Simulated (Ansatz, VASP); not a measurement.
**Cross-check of Mg35Zn between VASP and Ansatz**

Wanted: the spread between two codes on one cell, functional and k mesh. The structure shown is the end of the VASP relaxation below.

Program: Ansatz 0.2.0. Level of theory: plane waves, with VASP 6.6.1 beside it; single point at PBEsol. Results are calculated unless marked as measured.

### Step 1. Starting point

The cell holds 36 atoms: 1 Zn and 35 Mg. Cell: a = 9.551 Å, b = 9.551 Å, c = 10.221 Å, α = 90.0°, β = 90.0°, γ = 120.0°. It derives from Mg. Nearest the centre at fractional (0.000, 0.000, 0.000): Zn1 at 0.00 Å, Mg20 at 3.09 Å, Mg19 at 3.09 Å, Mg24 at 3.09 Å, Mg23 at 3.09 Å, Mg36 at 3.09 Å, Mg35 at 3.09 Å, Mg5 at 3.13 Å.

### Step 2. VASP: relaxation, PBEsol

This run makes the geometry at which the two programs are then compared.

Lines of VASP's logs that name or quote its potential files are left out, and so is its time.

Input file INCAR:

```
SYSTEM = Mg35Zn
PREC = Normal
ENCUT = 300
EDIFF = 1E-05
NELM = 120
ISMEAR = 1
SIGMA = 0.2
LREAL = Auto
ALGO = Fast
GGA = PS
NBANDS = 68
LORBIT = 11
LWAVE = .FALSE.
LCHARG = .TRUE.
KPAR = 4
IBRION = 2
NSW = 50
ISIF = 2
EDIFFG = -0.03
POTIM = 0.4
MAXMIX = 40
ISYM = 2
```

Input file POSCAR:

```
Mg35Zn
1.0
    9.5507405364      0.0000000000      0.0000000000
   -4.7753702682      8.2711839294      0.0000000000
    0.0000000000      0.0000000000     10.2209444728
Zn Mg
1 35
Direct
    0.0000000000      0.0000000000      0.0000000000
    0.0000000000      0.0000000000      0.5000000000
    0.0000000000      0.3333333300      0.0000000000
    0.0000000000      0.3333333300      0.5000000000
    0.0000000000      0.6666666700      0.0000000000
    0.0000000000      0.6666666700      0.5000000000
    0.3333333300      0.0000000000      0.0000000000
    0.3333333300      0.0000000000      0.5000000000
    0.3333333300      0.3333333300      0.0000000000
    0.3333333300      0.3333333300      0.5000000000
    0.3333333300      0.6666666700      0.0000000000
    0.3333333300      0.6666666700      0.5000000000
    0.6666666700      0.0000000000      0.0000000000
    0.6666666700      0.0000000000      0.5000000000
    0.6666666700      0.3333333300      0.0000000000
    0.6666666700      0.3333333300      0.5000000000
    0.6666666700      0.6666666700      0.0000000000
    0.6666666700      0.6666666700      0.5000000000
    0.1111111100      0.2222222200      0.2500000000
    0.1111111100      0.2222222200      0.7500000000
    0.1111111100      0.5555555600      0.2500000000
    0.1111111100      0.5555555600      0.7500000000
    0.1111111100      0.8888888900      0.2500000000
    0.1111111100      0.8888888900      0.7500000000
    0.4444444400      0.2222222200      0.2500000000
    0.4444444400      0.2222222200      0.7500000000
    0.4444444400      0.5555555600      0.2500000000
    0.4444444400      0.5555555600      0.7500000000
    0.4444444400      0.8888888900      0.2500000000
    0.4444444400      0.8888888900      0.7500000000
    0.7777777800      0.2222222200      0.2500000000
    0.7777777800      0.2222222200      0.7500000000
    0.7777777800      0.5555555600      0.2500000000
    0.7777777800      0.5555555600      0.7500000000
    0.7777777800      0.8888888900      0.2500000000
    0.7777777800      0.8888888900      0.7500000000
```

Input file KPOINTS:

```
Automatic mesh
0
Gamma
4 4 4
0 0 0
```

PAW data sets: Zn and Mg (PBE family, release 64).

Launch:

```sh
> mpirun -np 4 vasp_std
```

Numbers of over 12 decimals in the logs are rounded to 6 here.

Output:

```text
[banner, memory and clock lines left out]
running    4 mpi-ranks, on    1 nodes
[...]
|                                                                             |
|               ----> ADVICE to this user running VASP <----                  |
|                                                                             |
|     You enforced a specific xc type in the INCAR file but a different       |
|     [... a line on the potential file left out ...]
|     I HOPE YOU KNOW WHAT YOU ARE DOING!                                     |
|                                                                             |

 LDA part: xc-table for (Slater+PW92), standard interpolation
 POSCAR, INCAR and KPOINTS ok, starting setup
[...]
entering main loop
       N       E                     dE             d eps       ncg     rms          rms(c)
DAV:   1     0.789111776399E+02    0.78911E+02   -0.18044E+04  1632   0.586E+02
DAV:   2    -0.553569224563E+02   -0.13427E+03   -0.12613E+03  1872   0.105E+02
DAV:   3    -0.621302493147E+02   -0.67733E+01   -0.65302E+01  2064   0.231E+01
DAV:   4    -0.622318578350E+02   -0.10161E+00   -0.10111E+00  1936   0.281E+00
[...]
RMM:   9    -0.617448945902E+02    0.38764E-03   -0.19132E-03  1633   0.137E-01    0.669E-02
RMM:  10    -0.617448772209E+02    0.17369E-04   -0.22966E-04  1640   0.532E-02    0.710E-03
RMM:  11    -0.617448799547E+02   -0.27338E-05   -0.35011E-05  1294   0.182E-02
   1 F= -.61744880E+02 E0= -.61744173E+02  d E =-.617449E+02
[... from here on, the cycles between the ionic steps are left out ...]
   2 F= -.61760328E+02 E0= -.61759640E+02  d E =-.154479E-01
   3 F= -.61793420E+02 E0= -.61792820E+02  d E =-.485400E-01
   4 F= -.61798863E+02 E0= -.61798513E+02  d E =-.539833E-01
   5 F= -.61806581E+02 E0= -.61806112E+02  d E =-.617014E-01
   6 F= -.61808292E+02 E0= -.61807845E+02  d E =-.171044E-02
 trial-energy change:   -0.001710  1 .order   -0.001708   -0.002028   -0.001388
 step:   7.2103(harm=  7.2103)  dis= 0.01161  next Energy=   -61.809794 (dE=-0.321E-02)
 reached required accuracy - stopping structural energy minimisation
```

Parts of OUTCAR (step 2):

```text
  Total       -1.7019481     -1.7019481     -3.6489566      0.0000000      0.0000000      0.0000000
  in kB       -3.3772338     -3.3772338     -7.2407495      0.0000000      0.0000000      0.0000000
  external PRESSURE =      -4.6650724 kB  Pullay stress =       0.0000000 kB

 POSITION                                       TOTAL-FORCE (eV/Angst)
 -----------------------------------------------------------------------------------
      0.00000      0.00000      0.00000         0.000000      0.000000      0.000000
      0.00000      0.00000      5.11047         0.000000      0.000000      0.000000
      7.97663      2.70871      0.00000        -0.015647      0.005485      0.000000
     -1.58800      2.75607      5.11047         0.022977     -0.008260     -0.000000
      6.33412      5.55361      0.00000        -0.003073     -0.016293     -0.000000
     -3.18255      5.51790      5.11047         0.004335      0.024029     -0.000000
      3.13287      0.00887      0.00000         0.012574      0.010808     -0.000000
     -1.59455      8.26840      5.11047        -0.018642     -0.015769      0.000000
      1.57412      2.70871      0.00000         0.015647      0.005485      0.000000
      1.58800      2.75607      5.11047        -0.022977     -0.008260     -0.000000
     -0.00000      5.51412      0.00000         0.000000      0.000000      0.000000
     -0.00000      5.51412      5.11047         0.000000      0.000000      0.000000
      6.41787      0.00887      0.00000        -0.012574      0.010808     -0.000000
      1.59455      8.26840      5.11047         0.018642     -0.015769      0.000000
[...]
-----------------------------------------------------------------------------------
    total drift:                               -0.000027      0.000016      0.000000

  FREE ENERGIE OF THE ION-ELECTRON SYSTEM (eV)
  ---------------------------------------------------
  free  energy   TOTEN  =       -61.8082917682 eV

  energy  without entropy=      -61.8069502881  energy(sigma->0) =      -61.80784461

 reached required accuracy - stopping structural energy minimisation

[... 2 further parts left out ...]
[key lines of the parts left out:]
E-fermi :   2.5990
```

The PAW data sets were made with PBE, which is usual practice but a small mismatch for other functionals. The run keeps the 12 symmetry operations of its start, so it cannot find a distortion of lower symmetry.

### Step 3. Ansatz: single point, PBEsol

Ansatz runs on its default PAW (the set named soft_2) files.

The same cell, functional, mesh and smearing now go to Ansatz, which takes its cutoff from its data sets.

Input file input.yaml:

```yaml
crystal:
  lattice:
    - [9.55074054, 0.0, 0.0]
    - [-4.77537027, 8.27118393, 0.0]
    - [0.0, 0.0, 10.22094447]
  atoms:
    - { symbol: Zn, position: [0.0, 0.0, 0.0] }
    - { symbol: Mg, position: [0.0, 0.0, 0.5] }
    - { symbol: Mg, position: [0.99892772, 0.32748752, 0.0] }
    - { symbol: Mg, position: [0.00033668, 0.33321311, 0.5] }
    - { symbol: Mg, position: [0.99892772, 0.6714402, 0.0] }
    - { symbol: Mg, position: [0.00033668, 0.66712358, 0.5] }
    - { symbol: Mg, position: [0.3285598, 0.00107228, 0.0] }
    - { symbol: Mg, position: [0.33287642, 0.99966332, 0.5] }
    - { symbol: Mg, position: [0.3285598, 0.32748752, 0.0] }
    - { symbol: Mg, position: [0.33287642, 0.33321311, 0.5] }
    - { symbol: Mg, position: [0.33333333, 0.66666667, 0.0] }
    - { symbol: Mg, position: [0.33333333, 0.66666667, 0.5] }
    - { symbol: Mg, position: [0.67251248, 0.00107228, 0.0] }
    - { symbol: Mg, position: [0.66678689, 0.99966332, 0.5] }
    - { symbol: Mg, position: [0.66666667, 0.33333333, 0.0] }
    - { symbol: Mg, position: [0.66666667, 0.33333333, 0.5] }
    - { symbol: Mg, position: [0.67251248, 0.6714402, 0.0] }
    - { symbol: Mg, position: [0.66678689, 0.66712358, 0.5] }
    - { symbol: Mg, position: [0.10909337, 0.21818674, 0.24546428] }
    - { symbol: Mg, position: [0.10909337, 0.21818674, 0.75453572] }
    - { symbol: Mg, position: [0.11104705, 0.55552353, 0.24929156] }
    - { symbol: Mg, position: [0.11104705, 0.55552353, 0.75070844] }
    - { symbol: Mg, position: [0.10909337, 0.89090663, 0.24546428] }
    - { symbol: Mg, position: [0.10909337, 0.89090663, 0.75453572] }
    - { symbol: Mg, position: [0.44511038, 0.22255519, 0.25025604] }
    - { symbol: Mg, position: [0.44511038, 0.22255519, 0.74974396] }
    - { symbol: Mg, position: [0.44447647, 0.55552353, 0.24929156] }
    - { symbol: Mg, position: [0.44447647, 0.55552353, 0.75070844] }
    - { symbol: Mg, position: [0.44447647, 0.88895295, 0.24929156] }
    - { symbol: Mg, position: [0.44447647, 0.88895295, 0.75070844] }
    - { symbol: Mg, position: [0.77744481, 0.22255519, 0.25025604] }
    - { symbol: Mg, position: [0.77744481, 0.22255519, 0.74974396] }
    - { symbol: Mg, position: [0.77744481, 0.55488962, 0.25025604] }
    - { symbol: Mg, position: [0.77744481, 0.55488962, 0.74974396] }
    - { symbol: Mg, position: [0.78181326, 0.89090663, 0.24546428] }
    - { symbol: Mg, position: [0.78181326, 0.89090663, 0.75453572] }
hamiltonian:
  xc: pbesol
  pseudopotentials: { kind: paw }
kpoints:
  mp_grid: { grid: [4, 4, 4] }
scf:
  occupations: { method: methfessel_paxton, width: 0.2 }
  n_extra_bands: 13
output:
  forces: true
  eigenvalues: true
```

Launch:

```sh
> ansatz run input.yaml --threads 8 --pin off --max-ram 18432MiB --backend cpu --events-out ev --progress --plain --runs-dir out
```

Output:

```text
scf.n_extra_bands = 13 over 181 filled bands (N_el = 362.0): the run solves 194 bands
Engine: ansatz 0.2.0, aarch64-unknown-linux-gnu
Pseudopotentials: kind: paw
Pseudopotential: Zn, paw, valence charge 12, recommended cutoff 420 eV (normal), Zn.paw.azcp
Pseudopotential: Mg, paw, valence charge 10, recommended cutoff 420 eV (normal), Mg.paw.azcp
Functional definition: PBEsol
  exchange = pbesol_x
  correlation = pbesol_c
Crystal: 36 atoms, lattice volume = 807.413 Å³
Basis set: ecut = 420 eV, 15731 PW (Γ), exchange–correlation on 128×128×144 points (8 copies of the dense FFT grid, shifted against one another)
Bands: 194, of which v1, the nominal top of the filled ones, is band 181 counted from 1 (180 counted from 0)
Symmetry: 12 space group operations
Space group: P-6m2 (ITA 187), of the structure as read, at distance tolerance 9.3e-5 Å
k-points: 12 of 64 (time reversal used)
Non-local potential: Zn, projectors of the file, l = 0: 2, l = 1: 2, l = 2: 3, l = 3: 1
Non-local potential: Mg, projectors of the file, l = 0: 3, l = 1: 2, l = 2: 1
PAW form: soft (Blöchl's): semilocal exchange-correlation on the pseudo side does not see the compensation charge
PAW frozen core: Zn, regenerated for the run's functional, and the local potential with it (the file was generated under x = pbe(κ = 0.804, μ = 0.219515), c = pbe(β = 0.066725))
PAW frozen core: Mg, regenerated for the run's functional, and the local potential with it (the file was generated under x = pbe(κ = 0.804, μ = 0.219515), c = pbe(β = 0.066725))
PAW one-centre angular grid: Zn, 590 points (default); XC on 64 Gauss nodes
PAW one-centre angular grid: Mg, 110 points (default); XC on 64 Gauss nodes
Initial density: superposition of atomic densities (neutral atoms: chi_scale 0, normalization atom), corrected by the library's trained network
Initial wavefunctions: pseudopotential atomic-orbital guess
Functional: x = pbesol(κ = 0.804, μ = 0.123457), c = pbesol(β = 0.046)
SCF iter   1: F=—  HF=-70202.600542 eV  |F-HF|=—  |Δ(HF+E_count)|=         —  Δρ=2.26e-3  dr2=3.21e-2  ethr=1.77e-3  ⟨swp⟩=5.1  Hψ=7912  notcnv=0
preconditioner: auto → Kerker (q_TF=auto, 2.387 Å⁻¹)  [metal: Δε(μ)=0.025 eV  Ē_g=4.157 eV  σ=0.200 eV  W_gap=0.11  n_scr=198 (ndim 8)  ℏωp=11.8 eV  f_vac=0.000  D(μ)=15.61/eV (n_scr^D=84)]
SCF iter   2: F=—  HF=-70202.585380 eV  |F-HF|=—  |Δ(HF+E_count)|=   1.52e-2  S|Δr|=    0.00e0  Δρ=1.01e-3  dr2=1.17e-2  ethr=8.86e-6  ⟨swp⟩=3.5  Hψ=5756  notcnv=0
SCF iter   3: F=—  HF=-70202.582432 eV  |F-HF|=—  |Δ(HF+E_count)|=   2.95e-3  S|Δr|=    0.00e0  Δρ=4.07e-4  dr2=2.17e-3  ethr=3.24e-6  ⟨swp⟩=3.0  Hψ=4729  notcnv=0
SCF iter   4: F=—  HF=-70202.582497 eV  |F-HF|=—  |Δ(HF+E_count)|=   6.51e-5  S|Δr|=    0.00e0  Δρ=4.45e-4  dr2=1.09e-3  ethr=6.01e-7  ⟨swp⟩=2.0  Hψ=2815  notcnv=0
SCF iter   5: F=—  HF=-70202.581880 eV  |F-HF|=—  |Δ(HF+E_count)|=   6.17e-4  S|Δr|=    0.00e0  Δρ=4.43e-5  dr2=1.56e-5  ethr=3.00e-7  ⟨swp⟩=2.0  Hψ=2812  notcnv=0
SCF iter   6: F=—  HF=-70202.582079 eV  |F-HF|=—  |Δ(HF+E_count)|=   1.99e-4  S|Δr|=    0.00e0  Δρ=9.24e-6  dr2=1.14e-6  ethr=4.31e-9  ⟨swp⟩=2.0  Hψ=3415  notcnv=0
SCF iter   7: F=-70202.582079 eV  HF=-70202.582079 eV  |F-HF|=8.94e-8  |Δ(HF+E_count)|=   1.42e-7  S|Δr|=    0.00e0  Δρ=2.90e-6  dr2=9.26e-8  ethr=2.76e-11  ⟨swp⟩=4.8  Hψ=9091  notcnv=0
SCF 1 converged in 7 iterations: F = -70202.582079 eV  dr2 = 9.26e-8
  greatest PAW one-centre occupation: 1.000 electrons in one spin orbital (limit 2), on the Mg atom at site 33 (counted from 0), in its partial waves of l = 0
SCF converged after 7 iterations
Stability not checked: this state was not tested for a lower state beside it, because cold or Methfessel-Paxton smearing, or corrected tetrahedra, fill the levels in a way that the test cannot read (fill_not_monotonic; see scf.lower_state_search)
Free energy (F): -70202.582079 eV
Harris-Foulkes:  -70202.582079 eV  (|F-HF|=8.94e-8)
Internal energy: -70202.580369 eV  (E = F + TS)
E sigma→0 (E₀):  -70202.581651 eV
Entropy (-TS):   -0.001710 eV (-0.047 meV/atom)
Fermi energy:    5.747898 eV
--- Per-component energies (eV) ---
  E_band       = -12402.391713
  E_kinetic    = 2753.404902
  E_local      = -58259.075438  (includes V_loc(G=0)·N_el)
  E_nonlocal   = 3983.765733
  E_hartree    = 20890.493808
  E_xc         = -1121.316182
  E_vxc        = -1330.290418  (∫ρ·V_xc dr)
  E_paw        = -11632.022430  (= ΣΔE_a)
  E_vpaw       = -1331.198475  (= ΣTr[D̂ρ^β])
  E_aug_tail   = -0.000443  (compensation charges beyond the density's cutoff)
  E_ewald      = -26820.687853
  E_core_change = 2.857534  (= ΣΔE_core)
  E_smearing   = -0.001710  (= −TS)
  E_closure    = -0.000000  (closes the sum)
  Σ components = -70202.582079   (vs F -70202.582079, Δ=0.00e0)
--- Forces (eV/Å), atoms counted from 1 ---
  atom   1  Zn     0.00000000    -0.00000000     0.00000000
  atom   2  Mg     0.00000000    -0.00000000     0.00000000
  atom   3  Mg    -0.01504936     0.00436443     0.00000000
  atom   4  Mg     0.02301553    -0.00818878     0.00000000
  atom   5  Mg    -0.00374497    -0.01521535     0.00000000
  atom   6  Mg     0.00441607     0.02402643     0.00000000
  atom   7  Mg     0.01130439     0.01085091     0.00000000
  atom   8  Mg    -0.01859946    -0.01583765     0.00000000
  atom   9  Mg     0.01504936     0.00436443     0.00000000
  atom  10  Mg    -0.02301553    -0.00818878     0.00000000
  atom  11  Mg     0.00000000     0.00000000     0.00000000
  atom  12  Mg     0.00000000    -0.00000000     0.00000000
  atom  13  Mg    -0.01130439     0.01085091     0.00000000
  atom  14  Mg     0.01859946    -0.01583765     0.00000000
  atom  15  Mg     0.00000000    -0.00000000     0.00000000
  atom  16  Mg     0.00000000    -0.00000000     0.00000000
  atom  17  Mg     0.00374497    -0.01521535     0.00000000
  atom  18  Mg    -0.00441607     0.02402643     0.00000000
  atom  19  Mg    -0.00000000    -0.00827546    -0.00520346
  atom  20  Mg    -0.00000000    -0.00827546     0.00520346
  atom  21  Mg    -0.00394694    -0.00227876    -0.02906483
  atom  22  Mg    -0.00394694    -0.00227876     0.02906483
  atom  23  Mg    -0.00716676     0.00413773    -0.00520346
  atom  24  Mg    -0.00716676     0.00413773     0.00520346
[...]
atom  29  Mg    -0.00000000     0.00455753    -0.02906483
  atom  30  Mg    -0.00000000     0.00455753     0.02906483
  atom  31  Mg    -0.00392477     0.00226597     0.00334910
  atom  32  Mg    -0.00392477     0.00226597    -0.00334910
  atom  33  Mg    -0.00000000    -0.00453193     0.00334910
  atom  34  Mg    -0.00000000    -0.00453193    -0.00334910
  atom  35  Mg     0.00716676     0.00413773    -0.00520346
  atom  36  Mg     0.00716676     0.00413773     0.00520346
  max |Σ_I F_I| component: 1.82e-17 eV/Å
--- Band table (eV; the first three rows and the last of 12) ---
  k-point 0: bands = [... 177 lower, 6.0137, 6.0776, 6.1753, 6.1901, 6.1901, 6.2171, 6.2171, 6.3723, ... 9 higher]
  k-point 1: bands = [... 177 lower, 5.2836, 5.2836, 5.7210, 5.7950, 5.7950, 5.8127, 5.8951, 5.9045, ... 9 higher]
  k-point 2: bands = [... 177 lower, 5.4857, 5.4857, 5.4857, 5.4953, 5.4953, 5.5070, 5.5348, 5.5348, ... 9 higher]
  k-point 11: bands = [... 177 lower, 4.8140, 4.8289, 5.4324, 5.4384, 6.0357, 6.1619, 6.1749, 6.1920, ... 9 higher]
```

Elapsed: 39 s, on 8 threads of Arm Neoverse N1, shared host; peak memory 5.6 GiB; 5.1 min of CPU time.

### Step 4. Comparison

Known differences besides the potentials themselves: the data sets hold 362 valence electrons in Ansatz (default PAW (the set named soft_2) files) and 82 in VASP; the cutoff is 420 eV in Ansatz and 300 eV in VASP (PREC = Normal, projectors in real space); Ansatz makes its cores anew for this functional, VASP keeps those of its PBE data sets; VASP leaves aspherical gradient terms in its spheres out (LASPH is not set), Ansatz keeps them. Total energies have different zeros and are not compared.

### Step 5. Results

```
r.m.s. force difference (single point, PBEsol) : 0.49 meV/Å
```

In words: The r.m.s. force difference is 0.49 meV/Å (single point, PBEsol), within the 12 meV/Å picked in this series as the mark of a large difference. How closely two codes agree says nothing of how well the functional describes the real material.

[Lines on the potential files, build, host, timing and source positions are cut from VASP's logs without a mark.]

[Logs are printed without paths, hosts, clocks, repeated set-up lines and the standing remarks that a program may print on its own settings, such as how far it seeks lower states.]

[Hosts, paths, dates, database ids (printed as entryN), source tags and the programs' standing remarks are cut or masked in the printed files.]
